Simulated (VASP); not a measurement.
Given:

```
AlLa
1.0
    3.53755     0.00000     0.00000
   -1.76877     3.06361     0.00000
    0.00000     0.00000    10.43151
La Al
2 2
Direct
  0.00000   0.00000   0.00000
  0.00000   0.00000   0.50000
  0.33333   0.66667   0.25000
  0.66667   0.33333   0.75000
```

All values below come from PBE GGA, VASP's PBE PAW potentials (set 64) (plane waves; VASP). Run with 400 eV cut-off, Gaussian smearing of 0.050 eV, potentials La Al.

Q: Give the energies of bands 9 to 17 at the high-symmetry points, in eV from the Fermi level.

A: 
| band | Γ | M | K | A | L | H |
|---|---|---|---|---|---|---|
| 9 | -6.66 | -4.26 | -3.16 | -6.17 | -3.82 | -3.09 |
| 10 | -5.48 | -2.96 | -3.16 | -6.17 | -3.82 | -3.09 |
| 11 | -2.79 | -2.75 | -1.48 | -1.88 | -2.27 | -1.65 |
| 12 | -1.22 | -1.96 | -1.19 | -1.88 | -2.27 | -1.65 |
| 13 | 0.27 | -1.31 | -1.19 | 0.28 | -1.03 | -0.89 |
| 14 | 0.38 | -0.96 | -0.65 | 0.28 | -1.03 | -0.89 |
| 15 | 1.57 | -0.86 | -0.65 | 1.62 | 0.04 | 0.01 |
| 16 | 1.66 | 1.09 | 0.04 | 1.62 | 0.04 | 0.01 |
| 17 | 1.88 | 1.88 | 1.22 | 1.89 | 1.76 | 1.08 |

It has no gap at this level: it comes out as a metal or semimetal.

The structure was generated: LaAl was put into the NiAs type type (P6_3/mmc), which need not be its known phase. It was relaxed first, which changed the volume by -34 %.
